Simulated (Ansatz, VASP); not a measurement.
This is a calculation of NaMg6Ti for Ansatz 0.2.0. The cell comes from a database or a generator and needn't be the stable form of this composition.

input.yaml

```yaml
crystal:
  lattice:
    - [5.156804, 0.0, 0.0]
    - [0.0, 3.1992795, 5.5539075]
    - [0.0, -3.1992795, 5.5539075]
  atoms:
    - { symbol: Ti, position: [0.0, 0.840933, 0.840933] }
    - { symbol: Mg, position: [0.5, 0.167112, 0.167112] }
    - { symbol: Mg, position: [0.5, 0.152596, 0.673322] }
    - { symbol: Mg, position: [0.5, 0.673322, 0.152596] }
    - { symbol: Mg, position: [0.0, 0.335172, 0.335172] }
    - { symbol: Mg, position: [0.0, 0.332136, 0.832476] }
    - { symbol: Mg, position: [0.0, 0.832476, 0.332136] }
    - { symbol: Na, position: [0.5, 0.666252, 0.666252] }
hamiltonian:
  xc: pbe
  pseudopotentials: { kind: paw }
kpoints:
  mp_grid: { grid: [5, 5, 5] }
scf:
  occupations: { method: gaussian, width: 0.1 }
output:
  forces: true
  stress: true
  eigenvalues: true
```

Potentials or basis: Ansatz PAW.

Launch:

```bash
$ ansatz run input.yaml --threads 4 --pin off --max-ram 11264MiB --backend cpu --events-out ev --progress --plain --runs-dir out
```

Question: Translate it to VASP 6.6.1. Potentials or basis there: PBE PAW files Mg, Na, Ti, 500 eV.

Answer: As run (cutoffs and basis follow the program's own potentials, and thresholds, step limits or extra output files can differ):

Contents of INCAR:

```
PREC = Accurate
ENCUT = 500
EDIFF = 1E-6
ISMEAR = 0
SIGMA = 0.1
LREAL = False
LASPH = True
NELM = 100
ALGO = Normal
ISIF = 2
LWAVE = False
LCHARG = False
GGA = PE
```

The input KPOINTS:

```
regular mesh
0
Gamma
  5 5 5
```

POSCAR

```
NaMg6Ti
1.0
    5.1568040000      0.0000000000      0.0000000000
    0.0000000000      3.1992795000      5.5539075000
    0.0000000000     -3.1992795000      5.5539075000
Ti Mg Na
1 6 1
Direct
    0.0000000000      0.8409330000      0.8409330000
    0.5000000000      0.1671120000      0.1671120000
    0.5000000000      0.1525960000      0.6733220000
    0.5000000000      0.6733220000      0.1525960000
    0.0000000000      0.3351720000      0.3351720000
    0.0000000000      0.3321360000      0.8324760000
    0.0000000000      0.8324760000      0.3321360000
    0.5000000000      0.6662520000      0.6662520000
```

Potentials or basis: VASP PAW PBE potentials, release 64 (Ti, Mg, Na).

Command:

```console
$ cat potpaw_PBE.64/Ti/POTCAR potpaw_PBE.64/Mg/POTCAR potpaw_PBE.64/Na/POTCAR > POTCAR
$ mpirun -np 1 vasp_std > vasp.out
```

Both were run:

|  | Ansatz | VASP |
| --- | --- | --- |
| Pressure | -0.2 GPa | -0.4 GPa |
| Largest force | 0.127 eV/Å | 0.132 eV/Å |

Ansatz's pressure holds a Pulay term of +0.00 GPa for its cutoff of 420 eV, which the other run lacks.

The potentials hold 81 and 17 valence electrons a cell.

Where Ansatz's input types no cutoff or centring, it takes its own default and a Γ-centred mesh.

Pressure is positive in compression.
